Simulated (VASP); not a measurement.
Level of theory: LDA (Ceperley-Alder, Perdew-Zunger), VASP's LDA PAW potentials (set 64) (plane waves; VASP).

Input for VASP

INCAR:
```
# general
SYSTEM =Al atom
PREC   =Normal
ENCUT  =520
LREAL  =.False.
LASPH  =.True.
ISYM   =0

# electronic loop
EDIFF  =1E-6
NELM   =100
ALGO   =Normal

# smearing
ISMEAR =0
SIGMA  =0.01

# spin
ISPIN  =2
MAGMOM =1
NUPDOWN=1

# output
LWAVE  =.True.
LCHARG =.False.
LORBIT =10
```

### POSCAR
```
Al atom
13.0
  0.9230769231   0.0000000000   0.0000000000
  0.0000000000   0.9615384615   0.0000000000
  0.0000000000   0.0000000000   1.0000000000
Al
1
Cartesian
  0.0000000000   0.0000000000   0.0000000000
```

### KPOINTS
```
Automatic mesh
0
gamma
 1 1 1
```

POTCAR, in this order: Al (LDA.64 set). Program: vasp_gam.

Output of the run:

OUTCAR:
```
 ion  position               nearest neighbor table
   1  0.000  0.000  0.000-
 Subroutine IBZKPT returns following result:
 Found      1 irreducible k-points:

 Following reciprocal coordinates:
            Coordinates               Weight
  0.000000  0.000000  0.000000      1.000000
   k-points           NKPTS =      1   k-points in BZ     NKDIM =      1   number of bands    NBANDS=      6
   number of dos      NEDOS =    301   number of ions     NIONS =      1
   total plane-waves  NPLWV = 392000
   dimension x,y,z NGX =    70 NGY =   70 NGZ =   80
   dimension x,y,z NGXF=   140 NGYF=  140 NGZF=  160
   ions per type =               1
   PREC   = normal    normal or accurate (medium, high low for compatibility)
   ISTART =      0    job   : 0-new  1-cont  2-samecut
   ICHARG =      2    charge: 1-file 2-atom 10-const
   ISPIN  =      2    spin polarized calculation?
   LNONCOLLINEAR =      F non collinear calculations
   LSORBIT =      F    spin-orbit coupling
   INIWAV =      1    electr: 0-lowe 1-rand  2-diag
   ENCUT  =  520.0 eV  38.22 Ry    6.18 a.u.  22.31 23.24 24.17*2*pi/ulx,y,z
   NELM   =    100;   NELMIN=  2; NELMDL= -5     # of ELM steps
   EDIFF  = 0.1E-05   stopping-criterion for ELM
   LREAL  =      F    real-space projection
   NLSPLINE    = F    spline interpolate recip. space projectors
   LMAXMIX     =    2 max onsite mixed and CHGCAR
   VOSKOWN=      0    Vosko Wilk Nusair interpolation
   EDIFFG = 0.1E-04   stopping-criterion for IOM
   NSW    =      0    number of steps for IOM
   NBLOCK =      1;   KBLOCK =      1    inner block; outer block
   IBRION =     -1    ionic relax: 0-MD 1-quasi-New 2-CG
   NFREE  =      0    steps in history (QN), initial steepest desc. (CG)
   ISIF   =      2    stress and relaxation
   ISYM   =      0    0-nonsym 1-usesym 2-fastsym
   TEIN   =    0.0    initial temperature
   TEBEG  =    0.0;   TEEND  =   0.0 temperature during run
   SMASS  =  -3.00    Nose mass-parameter (am)
   PSTRESS=    0.0 pullay stress
   NELECT =       3.0000    total number of electrons
...
```

### OSZICAR
```
       N       E                     dE             d eps       ncg     rms          rms(c)
DAV:   1     0.364972167837E+01    0.36497E+01   -0.25998E+02    24   0.149E+02
DAV:   2     0.779516697443E+00   -0.28702E+01   -0.28702E+01    48   0.175E+01
DAV:   3    -0.805276182741E-01   -0.86004E+00   -0.86001E+00    30   0.619E+00
DAV:   4    -0.123935638283E+00   -0.43408E-01   -0.36396E-01    24   0.192E+00
DAV:   5    -0.125333793582E+00   -0.13982E-02   -0.13956E-02    42   0.422E-01    0.573E-01
DAV:   6    -0.141419073764E+00   -0.16085E-01   -0.28232E-02    36   0.605E-01    0.711E-01
DAV:   7    -0.152899111198E+00   -0.11480E-01   -0.35214E-03    48   0.192E-01    0.132E+00
DAV:   8    -0.149445685747E+00    0.34534E-02   -0.48397E-02    36   0.154E-01    0.757E-01
DAV:   9    -0.143063558448E+00    0.63821E-02   -0.38081E-03    48   0.185E-01    0.764E-01
DAV:  10    -0.145741574380E+00   -0.26780E-02   -0.27979E-03    42   0.147E-01    0.653E-01
DAV:  11    -0.145182158716E+00    0.55942E-03   -0.29220E-02    48   0.492E-01    0.199E-01
DAV:  12    -0.146841353263E+00   -0.16592E-02   -0.31233E-04    24   0.681E-02    0.637E-01
DAV:  13    -0.147405841007E+00   -0.56449E-03   -0.42078E-03    42   0.125E-01    0.163E-01
DAV:  14    -0.148280249287E+00   -0.87441E-03   -0.68504E-04    30   0.838E-02    0.912E-02
DAV:  15    -0.149394643884E+00   -0.11144E-02   -0.47369E-04    48   0.437E-02    0.947E-02
DAV:  16    -0.149235726060E+00    0.15892E-03   -0.18858E-04    24   0.190E-02    0.797E-02
DAV:  17    -0.149937603108E+00   -0.70188E-03   -0.50524E-04    48   0.449E-02    0.633E-02
DAV:  18    -0.150756189721E+00   -0.81859E-03   -0.16502E-04    48   0.322E-02    0.694E-02
DAV:  19    -0.151514803842E+00   -0.75861E-03   -0.19424E-04    36   0.349E-02    0.556E-02
DAV:  20    -0.151995445524E+00   -0.48064E-03   -0.94155E-05    36   0.256E-02    0.458E-02
DAV:  21    -0.152217529726E+00   -0.22208E-03   -0.54141E-05    48   0.215E-02    0.394E-02
DAV:  22    -0.152335078627E+00   -0.11755E-03   -0.28347E-05    42   0.163E-02    0.291E-02
DAV:  23    -0.152336863416E+00   -0.17848E-05   -0.77502E-06    36   0.712E-03    0.291E-02
DAV:  24    -0.152335208497E+00    0.16549E-05   -0.18129E-07    42   0.159E-03    0.294E-02
DAV:  25    -0.152337218618E+00   -0.20101E-05   -0.25177E-07    36   0.102E-03    0.289E-02
DAV:  26    -0.152336810300E+00    0.40832E-06   -0.44558E-08    48   0.438E-04
   1 F= -.15233681E+00 E0= -.14951612E+00  d E =-.564138E-02  mag=     1.0000
```

File OUTCAR:
```
------------------------ aborting loop because EDIFF is reached ----------------------------------------
  FORCE on cell =-STRESS in cart. coord.  units (eV):
  Direction    XX          YY          ZZ          XY          YZ          ZX
  --------------------------------------------------------------------------------------
  Total       -0.0016045      0.0093926     -0.0040152     -0.0014530     -0.0004289     -0.0000640
  in kB       -0.0013183      0.0077172     -0.0032990     -0.0011938     -0.0003524     -0.0000526
  external PRESSURE =       0.0010333 kB  Pullay stress =       0.0000000 kB
  volume of cell :     1950.00
      direct lattice vectors                 reciprocal lattice vectors
    12.000000000  0.000000000  0.000000000     0.083333333  0.000000000  0.000000000
     0.000000000 12.500000000  0.000000000     0.000000000  0.080000000  0.000000000
     0.000000000  0.000000000 13.000000000     0.000000000  0.000000000  0.076923077
 POSITION                                       TOTAL-FORCE (eV/Angst)
 -----------------------------------------------------------------------------------
      0.00000      0.00000      0.00000        -0.000000     -0.000000      0.000000
 -----------------------------------------------------------------------------------
    total drift:                               -0.000000     -0.000000      0.000000
  FREE ENERGIE OF THE ION-ELECTRON SYSTEM (eV)
  ---------------------------------------------------
  free  energy   TOTEN  =        -0.1523368103 eV

  energy  without entropy=       -0.1466954350  energy(sigma->0) =       -0.14951612

 total charge

# of ion       s       p       d       tot
------------------------------------------
    1        0.625   0.147   0.000   0.772

 magnetization (x)

# of ion       s       p       d       tot
------------------------------------------
    1       -0.000   0.147   0.000   0.147
```
(Selected blocks of OUTCAR.)

### OUTCAR
```
 val. band max:       -2.8797133773   @ k =   0.0000   0.0000   0.0000

 cond. band min:      -2.8795212584   @ k =   0.0000   0.0000   0.0000


 Fermi energy:        -2.8796173178

 spin component 1

 k-point     1 :       0.0000    0.0000    0.0000
  band No.  band energies     occupation
      1      -7.9175      1.00000
      2      -2.8797      0.50542
      3      -2.8795      0.49458
      4      -2.7965      0.00000
      5      -0.3781      0.00000
      6       0.5424      0.00000

 Fermi energy:        -7.2752077460

 spin component 2

 k-point     1 :       0.0000    0.0000    0.0000
  band No.  band energies     occupation
      1      -7.3371      1.00000
      2      -2.4817      0.00000
      3      -2.2367      0.00000
      4      -2.2298      0.00000
      5      -0.2861      0.00000
      6       0.6326      0.00000
```

The atom may not be in its lowest state.

The cell is a free atom in a box.
